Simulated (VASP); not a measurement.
```
Re
1.0
    1.39053    -2.40847     0.00000
    1.39053     2.40847     0.00000
    0.00000     0.00000     4.49131
Re
2
Direct
  0.33333   0.66667   0.25000
  0.66667   0.33333   0.75000
```

Calculation: revPBE GGA, VASP's PBE PAW potentials (set 64) (plane waves; VASP). Settings: 520 eV cut-off, 17×17×9 Γ-centred mesh, tetrahedra with Blöchl corrections, potentials Re.

Unless said otherwise, spin-orbit coupling is left out, though it shifts the bands of the heavy elements here.

### Question
Estimate the energy per atom (σ→0), band gap (on the k-mesh) with the smallest direct gap where there is one.

### Answer

```
Property                                                     Value
------------------------  ----------------------------------------
band gap (on the k-mesh)  none (metal, semimetal or under 0.01 eV)
energy per atom (σ→0)                              -11.942 eV/atom
```

Only differences to runs with the same potentials and settings are physical.

The compound is Re in the hcp structure. It was relaxed first.
